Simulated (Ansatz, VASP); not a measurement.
## SnO2: VASP beside Ansatz

One calculation is typed for both programs; each brings its own data sets. How far apart do they land? The cell is taken from a series of runs on this material, whose earlier steps may have relaxed, scaled, displaced or heated it; both programs get it as it stands.

Main program and level: Ansatz 0.2.0; plane waves, with VASP 6.6.1 beside it; G0W0 gap at r2SCAN.

### 1. Set-up

The structure is orthorhombic, space group Pnnm (No. 58). Conventional cell: a = 4.788 Å, b = 4.867 Å, c = 3.241 Å, α = 90.00°, β = 90.00°, γ = 90.00°. Nearest to Sn lie 6 O at 2.09 to 2.10 Å. Nearest to O lie 3 Sn at 2.09 to 2.10 Å. Farther neighbours and most contacts between anions are not listed.

Coordinates:

```cif
data_structure
_symmetry_space_group_name_H-M 'P 1'
_symmetry_Int_Tables_number 1
_cell_length_a 4.7880
_cell_length_b 4.8666
_cell_length_c 3.2409
_cell_angle_alpha 90.000
_cell_angle_beta 90.000
_cell_angle_gamma 90.000
_cell_volume 75.52
loop_
_atom_site_label
_atom_site_type_symbol
_atom_site_fract_x
_atom_site_fract_y
_atom_site_fract_z
_atom_site_occupancy
Sn1 Sn 0.50000 0.50000 0.50000 1
Sn2 Sn 0.00000 0.00000 0.00000 1
O3 O 0.29185 0.32104 0.00000 1
O4 O 0.79185 0.17896 0.50000 1
O5 O 0.20814 0.82104 0.50000 1
O6 O 0.70815 0.67896 0.00000 1
```

### 2. VASP: G0W0 gap, r2SCAN

Quasiparticle shifts depend on high empty states and on the cores, so they are the hardest test of two PAW sets.

Lines of VASP's logs that name or quote its potential files are left out, and so is its time.

The run reads the wave functions of an earlier VASP run, which isn't shown here.

The input, INCAR:

```
SYSTEM = SnO2
PREC = Accurate
ENCUT = 440
ISMEAR = 0
SIGMA = 0.01
LREAL = .FALSE.
METAGGA = R2SCAN
LASPH = .TRUE.
NBANDS = 200
ALGO = EVGW0
NELMGW = 1
ENCUTGW = 100
NOMEGA = 64
PRECFOCK = Fast
NBANDSGW = 40
LWAVE = .FALSE.
LCHARG = .FALSE.
```

The input, POSCAR:

```
SnO2
1.0
    4.7880040000      0.0000000000      0.0000000000
    0.0000000000      4.8665820000      0.0000000000
    0.0000000000      0.0000000000      3.2408980000
Sn O
2 4
Direct
    0.5000000000      0.5000000000      0.5000000000
    0.0000000000      0.0000000000      0.0000000000
    0.2918550000      0.3210420000      0.0000000000
    0.7918550000      0.1789580000      0.5000000000
    0.2081450000      0.8210420000      0.5000000000
    0.7081450000      0.6789580000      0.0000000000
```

The input, KPOINTS:

```
Automatic mesh
0
Gamma
4 4 4
0 0 0
```

PAW data sets: Sn_d_GW and O_GW (PBE family, release 64).

Started as:

```
$ mpirun -np 8 vasp_std
```

Numbers of over 12 decimals in the logs are rounded to 6 here.

The log of the run:

```text
[banner, memory and clock lines left out]
running    8 mpi-ranks, on    1 nodes
 distrk:  each k-point on    8 cores,    1 groups
 distr:  one band on    1 cores,    8 groups

 POSCAR found type information on POSCAR SnO
 POSCAR found :  2 types and       6 ions
|                                                                             |
|           W    W    AA    RRRRR   N    N  II  N    N   GGGG   !!!           |
|           W    W   A  A   R    R  NN   N  II  NN   N  G    G  !!!           |
|           W    W  A    A  R    R  N N  N  II  N N  N  G       !!!           |
|           W WW W  AAAAAA  RRRRR   N  N N  II  N  N N  G  GGG   !            |
|           WW  WW  A    A  R   R   N   NN  II  N   NN  G    G                |
|           W    W  A    A  R    R  N    N  II  N    N   GGGG   !!!           |
|                                                                             |
|     For optimal performance we recommend to set                             |
|       NCORE = 2 up to number-of-cores-per-socket                            |
|     NCORE specifies how many cores store one orbital (NPAR=cpu/NCORE).      |
|     This setting can greatly improve the performance of VASP for DFT.       |
|     The default, NCORE=1 might be grossly inefficient on modern             |
|     multi-core architectures or massively parallel machines. Do your        |
|     Unfortunately you need to use the default for GW and RPA                |
|     calculations (for HF NCORE is supported but not extensively tested      |
|     yet).                                                                   |
|                                                                             |

|                                                                             |
|               ----> ADVICE to this user running VASP <----                  |
|                                                                             |
|     You enforced a specific xc type in the INCAR file but a different       |
|     [... a line on the potential file left out ...]
|     I HOPE YOU KNOW WHAT YOU ARE DOING!                                     |
|                                                                             |

|                                                                             |
|           W    W    AA    RRRRR   N    N  II  N    N   GGGG   !!!           |
|           W    W   A  A   R    R  NN   N  II  NN   N  G    G  !!!           |
|           W    W  A    A  R    R  N N  N  II  N N  N  G       !!!           |
|           W WW W  AAAAAA  RRRRR   N  N N  II  N  N N  G  GGG   !            |
|           WW  WW  A    A  R   R   N   NN  II  N   NN  G    G                |
|           W    W  A    A  R    R  N    N  II  N    N   GGGG   !!!           |
|                                                                             |
|     The default for ENCUTGWSOFT is different in this version of VASP.       |
|     please manually set ENCUTGWSOFT =100 in the INCAR file.                 |
|                                                                             |

 LDA part: xc-table for (None), standard interpolation
 found WAVECAR, reading the header
 POSCAR, INCAR and KPOINTS ok, starting setup
 FFT: planning ... GRIDC
 FFT: planning ... GRID_SOFT
 FFT: planning ... GRID
 reading WAVECAR
 the WAVECAR file was read successfully
 initial charge from wavefunction
 available memory per node:     60.04 GB, setting MAXMEM to     61480

 The Fermi energy was updated, please check that it is located mid-gap
 values below the HOMO (VB) or above the LUMO (CB) will cause erroneous energies
 E-fermi :   4.0028

 calculate exact exchange contribution
 the WAVEDER file was read successfully
energies w=
    0.000    0.000    0.565    0.000    1.129    0.000    1.691    0.000
    2.249    0.000    2.802    0.000    3.349    0.000    3.890    0.000
    4.425    0.000    4.952    0.000    5.472    0.000    5.984    0.000
    6.490    0.000    6.989    0.000    7.482    0.000    7.969    0.000
    8.450    0.000    8.928    0.000    9.402    0.000    9.873    0.000
   10.342    0.000   10.811    0.000   11.280    0.000   11.750    0.000
   12.223    0.000   12.699    0.000   13.181    0.000   13.669    0.000
   14.164    0.000   14.670    0.000   15.186    0.000   15.716    0.000
   16.261    0.000   16.823    0.000   17.405    0.000   18.011    0.000
   18.643    0.000   19.304    0.000   20.000    0.000   20.735    0.000
   21.514    0.000   22.344    0.000   23.232    0.000   24.189    0.000
   25.223    0.000   26.348    0.000   27.579    0.000   28.936    0.000
   30.440    0.000   32.122    0.000   34.018    0.000   36.174    0.000
   38.652    0.000   41.533    0.000   44.926    0.000   48.982    0.000
   53.920    0.000   60.059    0.000   67.896    0.000   78.237    0.000
   92.496    0.000  113.382    0.000  146.844    0.000  208.967    0.000
 responsefunction array rank=     192
 LDA part: xc-table for (None), standard interpolation

 min. memory requirement per mpi rank    266.3 MB, per node   2130.6 MB

 allocating   8 responsefunctions rank=   192
 shmem allocating  64 responsefunctions rank=   192
 response function shared by NCSHMEM nodes    1
 Doing            8  frequencies on each core in blocks of           64
NQ=   1    0.0000    0.0000    0.0000,
|.........|.........|.........|.........|.........|.........|.........|.........
 performed       1011000 updates of chi_q(r,r)
 total number of BLAS operations        253.41 Gflops
NQ=   2    0.2500    0.0000    0.0000,
|.........|.........|.........|.........|.........|.........|.........|.........
 performed       2326000 updates of chi_q(r,r)
 total number of BLAS operations        564.65 Gflops
NQ=   3    0.5000    0.0000    0.0000,
|.........|.........|.........|.........|.........|.........|.........|.........
 performed       3337000 updates of chi_q(r,r)
 total number of BLAS operations        803.94 Gflops
NQ=   4    0.0000    0.2500    0.0000,
|.........|.........|.........|.........|.........|.........|.........|.........
 performed       4652000 updates of chi_q(r,r)
 total number of BLAS operations       1115.18 Gflops
NQ=   5    0.2500    0.2500    0.0000,
|.........|.........|.........|.........|.........|.........|.........|.........
 performed       6063000 updates of chi_q(r,r)
 total number of BLAS operations       1453.04 Gflops
NQ=   6    0.5000    0.2500    0.0000,
|.........|.........|.........|.........|.........|.........|.........|.........
 performed       7378000 updates of chi_q(r,r)
 total number of BLAS operations       1771.56 Gflops
NQ=   7    0.0000    0.5000    0.0000,
|.........|.........|.........|.........|.........|.........|.........|.........
 performed       8389000 updates of chi_q(r,r)
 total number of BLAS operations       2033.63 Gflops
NQ=   8    0.2500    0.5000    0.0000,
|.........|.........|.........|.........|.........|.........|.........|.........
 performed       9704000 updates of chi_q(r,r)
 total number of BLAS operations       2352.15 Gflops
NQ=   9    0.5000    0.5000    0.0000,
|.........|.........|.........|.........|.........|.........|.........|.........
 performed      10715000 updates of chi_q(r,r)
 total number of BLAS operations       2638.03 Gflops
NQ=  10    0.0000    0.0000    0.2500,
|.........|.........|.........|.........|.........|.........|.........|.........
 performed      12030000 updates of chi_q(r,r)
 total number of BLAS operations       2924.45 Gflops
NQ=  11    0.2500    0.0000    0.2500,
|.........|.........|.........|.........|.........|.........|.........|.........
 performed      13505000 updates of chi_q(r,r)
 total number of BLAS operations       3273.56 Gflops
NQ=  12    0.5000    0.0000    0.2500,
|.........|.........|.........|.........|.........|.........|.........|.........
 performed      14820000 updates of chi_q(r,r)
 total number of BLAS operations       3584.80 Gflops
NQ=  13    0.0000    0.2500    0.2500,
|.........|.........|.........|.........|.........|.........|.........|.........
 performed      16359000 updates of chi_q(r,r)
 total number of BLAS operations       3944.83 Gflops
NQ=  14    0.2500    0.2500    0.2500,
|.........|.........|.........|.........|.........|.........|.........|.........
 performed      17962000 updates of chi_q(r,r)
 total number of BLAS operations       4319.84 Gflops
NQ=  15    0.5000    0.2500    0.2500,
|.........|.........|.........|.........|.........|.........|.........|.........
 performed      19501000 updates of chi_q(r,r)
 total number of BLAS operations       4692.61 Gflops
NQ=  16    0.0000    0.5000    0.2500,
|.........|.........|.........|.........|.........|.........|.........|.........
 performed      20816000 updates of chi_q(r,r)
 total number of BLAS operations       4989.55 Gflops
NQ=  17    0.2500    0.5000    0.2500,
|.........|.........|.........|.........|.........|.........|.........|.........
 performed      22291000 updates of chi_q(r,r)
 total number of BLAS operations       5346.82 Gflops
NQ=  18    0.5000    0.5000    0.2500,
|.........|.........|.........|.........|.........|.........|.........|.........
 performed      23606000 updates of chi_q(r,r)
 total number of BLAS operations       5658.06 Gflops
NQ=  19    0.0000    0.0000    0.5000,
|.........|.........|.........|.........|.........|.........|.........|.........
 performed      24617000 updates of chi_q(r,r)
 total number of BLAS operations       5902.95 Gflops
NQ=  20    0.2500    0.0000    0.5000,
|.........|.........|.........|.........|.........|.........|.........|.........
 performed      25932000 updates of chi_q(r,r)
 total number of BLAS operations       6221.47 Gflops
NQ=  21    0.5000    0.0000    0.5000,
|.........|.........|.........|.........|.........|.........|.........|.........
 performed      26943000 updates of chi_q(r,r)
 total number of BLAS operations       6449.76 Gflops
NQ=  22    0.0000    0.2500    0.5000,
|.........|.........|.........|.........|.........|.........|.........|.........
 performed      28258000 updates of chi_q(r,r)
 total number of BLAS operations       6775.65 Gflops
NQ=  23    0.2500    0.2500    0.5000,
|.........|.........|.........|.........|.........|.........|.........|.........
 performed      29669000 updates of chi_q(r,r)
 total number of BLAS operations       7094.26 Gflops
NQ=  24    0.5000    0.2500    0.5000,
|.........|.........|.........|.........|.........|.........|.........|.........
 performed      30984000 updates of chi_q(r,r)
 total number of BLAS operations       7391.19 Gflops
NQ=  25    0.0000    0.5000    0.5000,
|.........|.........|.........|.........|.........|.........|.........|.........
 performed      31995000 updates of chi_q(r,r)
 total number of BLAS operations       7619.48 Gflops
NQ=  26    0.2500    0.5000    0.5000,
|.........|.........|.........|.........|.........|.........|.........|.........
 performed      33310000 updates of chi_q(r,r)
 total number of BLAS operations       7916.42 Gflops
NQ=  27    0.5000    0.5000    0.5000,
|.........|.........|.........|.........|.........|.........|.........|.........
 performed      34321000 updates of chi_q(r,r)
 total number of BLAS operations       8166.97 Gflops
 resolving degeneracies of screened two electron integrals

 calculate QP shifts <psi_nk| G(iteration)W_0 |psi_nk>: iteration 1
 entering main loop
```

Parts of OUTCAR (step 2):

```text
ion  position               nearest neighbor table
   1  0.500  0.500  0.500-   3 2.09   6 2.09   3 2.09   6 2.09   5 2.10   4 2.10
   2  0.000  0.000  0.000-   4 2.09   5 2.09   4 2.09   5 2.09   3 2.10   6 2.10
   3  0.292  0.321  0.000-   1 2.09   1 2.09   2 2.10
   4  0.792  0.179  0.500-   2 2.09   2 2.09   1 2.10
   5  0.208  0.821  0.500-   2 2.09   2 2.09   1 2.10
   6  0.708  0.679  0.000-   1 2.09   1 2.09   2 2.10

  LATTYP: Found a simple orthorhombic cell.
 ALAT       =     3.2408980000
 B/A-ratio  =     1.4773695439
 C/A-ratio  =     1.5016152930

 Subroutine GETGRP returns: Found  8 space group operations
 (whereof  4 operations were pure point group operations)

The static configuration has the point symmetry C_2h.
 The point group associated with its full space group is D_2h.

 Found     27 irreducible k-points:

   k-points           NKPTS =     27   k-points in BZ     NKDIM =     64   number of bands    NBANDS=    200

   dimension x,y,z NGX =    36 NGY =   36 NGZ =   24
   dimension x,y,z NGXF=    72 NGYF=   72 NGZF=   48

   ENCUT  =  440.0 eV  32.34 Ry    5.69 a.u.   8.19  8.32  5.54*2*pi/ulx,y,z

   NELECT =      52.0000    total number of electrons

  energy-cutoff  :      440.00
  volume of cell :       75.52
      direct lattice vectors                 reciprocal lattice vectors
     4.788004000  0.000000000  0.000000000     0.208855298  0.000000000  0.000000000
     0.000000000  4.866582000  0.000000000     0.000000000  0.205483027  0.000000000
     0.000000000  0.000000000  3.240898000     0.000000000  0.000000000  0.308556456

 k-points in reciprocal lattice and weights: Automatic mesh
   0.00000000  0.00000000  0.00000000       0.016
   0.25000000  0.00000000  0.00000000       0.031
   0.50000000  0.00000000  0.00000000       0.016
   0.00000000  0.25000000  0.00000000       0.031
   0.25000000  0.25000000  0.00000000       0.062
   0.50000000  0.25000000  0.00000000       0.031
   0.00000000  0.50000000  0.00000000       0.016
   0.25000000  0.50000000  0.00000000       0.031
   0.50000000  0.50000000  0.00000000       0.016
[...]
0.25000000  0.50000000  0.50000000       0.031
   0.50000000  0.50000000  0.50000000       0.016

 E-fermi :   4.0028

 QP shifts <psi_nk| G(iteration)W_0 |psi_nk>: iteration 1
 for sc-GW calculations column KS-energies equals QP-energies in previous step
 and V_xc(KS)=  KS-energies - (<T + V_ion + V_H > + <T+V_H+V_ion>^1  + <V_x>^1)
 k-point   1 :       0.0000    0.0000    0.0000
  band No.  KS-energies  QP-energies   sigma(KS)   V_xc(KS)     V^pw_x(r,r')   Z            occupation Imag(sigma)
    ...
     23       2.1935       1.9566     -20.3265     -20.0150     -24.5473       0.7605       2.0000       0.0824
     24       2.6745       2.4285     -20.4029     -20.0743     -25.2257       0.7488       2.0000       0.0912
     25       2.6831       2.4446     -20.4544     -20.1362     -25.2494       0.7496       2.0000       0.0905
     26       3.3171       3.0273     -20.6591     -20.2735     -25.6575       0.7515       2.0000       0.0909
     27       4.6885       5.3987     -13.7049     -14.5679     -10.6902       0.8230       0.0000      -0.0290
     28       9.7352      10.8398     -12.9953     -14.3819      -8.8499       0.7966       0.0000      -0.0661
     29      10.1274      10.6402     -10.1268     -10.7493      -5.9640       0.8238       0.0000      -0.0625
     30      10.2853      10.8223     -10.1962     -10.8500      -5.9978       0.8214       0.0000      -0.0651
    ...

 k-point   2 :       0.2500    0.0000    0.0000
  band No.  KS-energies  QP-energies   sigma(KS)   V_xc(KS)     V^pw_x(r,r')   Z            occupation Imag(sigma)
    ...
     23       2.1989       1.9804     -20.3395     -20.0523     -24.5513       0.7610       2.0000       0.0822
     24       2.2027       1.9729     -20.3329     -20.0309     -24.5514       0.7611       2.0000       0.0824
     25       2.7168       2.4543     -20.4086     -20.0584     -25.2696       0.7495       2.0000       0.0919
     26       3.1806       2.8694     -20.5958     -20.1798     -25.6827       0.7480       2.0000       0.0928
     27       5.9268       6.8194     -14.7910     -15.8921     -12.0040       0.8106       0.0000      -0.0326
     28       9.1796      10.2678     -13.6606     -15.0250      -9.7663       0.7976       0.0000      -0.0627
     29      10.3423      10.8642      -9.9628     -10.5971      -5.8048       0.8228       0.0000      -0.0645
     30      10.5160      11.1291     -10.2881     -11.0370      -6.0786       0.8188       0.0000      -0.0649
    ...

 k-point   3 :       0.5000    0.0000    0.0000
  band No.  KS-energies  QP-energies   sigma(KS)   V_xc(KS)     V^pw_x(r,r')   Z            occupation Imag(sigma)
    ...
     23       2.2167       2.0006     -20.3444     -20.0607     -24.5567       0.7615       2.0000       0.0821
     24       2.2167       2.0006     -20.3444     -20.0607     -24.5567       0.7615       2.0000       0.0821
     25       2.8630       2.5546     -20.3658     -19.9534     -25.3302       0.7480       2.0000       0.0933
     26       2.8630       2.5546     -20.3658     -19.9534     -25.3302       0.7480       2.0000       0.0933
     27       7.7980       8.8866     -14.7069     -16.0654     -11.3441       0.8013       0.0000      -0.0509
     28       7.7980       8.8866     -14.7069     -16.0654     -11.3441       0.8013       0.0000      -0.0509
     29      10.6849      11.2813     -10.2204     -10.9486      -6.0844       0.8191       0.0000      -0.0655
     30      10.6849      11.2813     -10.2204     -10.9486      -6.0844       0.8191       0.0000      -0.0655
    ...

 k-point   4 :       0.0000    0.2500    0.0000
  band No.  KS-energies  QP-energies   sigma(KS)   V_xc(KS)     V^pw_x(r,r')   Z            occupation Imag(sigma)
    ...
     23       2.1802       1.9475     -20.3268     -20.0211     -24.5466       0.7613       2.0000       0.0823
     24       2.2379       2.0246     -20.3738     -20.0941     -24.5836       0.7624       2.0000       0.0820
     25       2.7070       2.4547     -20.4608     -20.1244     -25.2793       0.7502       2.0000       0.0910
     26       2.9984       2.6517     -20.3021     -19.8383     -25.3396       0.7476       2.0000       0.0941
     27       6.0055       6.9111     -14.8968     -16.0156     -12.1400       0.8095       0.0000      -0.0331
     28       9.2882      10.4066     -13.8029     -15.2111      -9.9037       0.7942       0.0000      -0.0645
     29      10.5877      11.1567     -10.3451     -11.0389      -6.1929       0.8201       0.0000      -0.0656
     30      10.7084      11.3200     -10.2630     -11.0110      -5.9780       0.8178       0.0000      -0.0675
    ...

[... 4 further parts left out ...]
```

(Part 1 of 2 ends here.)

[Lines on the potential files, build, host, timing and source positions are cut from VASP's logs without a mark.]

[Logs are printed without paths, hosts, clocks, repeated set-up lines and the standing remarks that a program may print on its own settings, such as how far it seeks lower states.]

[Hosts, paths, dates, database ids (printed as entryN), source tags and the programs' standing remarks are cut or masked in the printed files.]
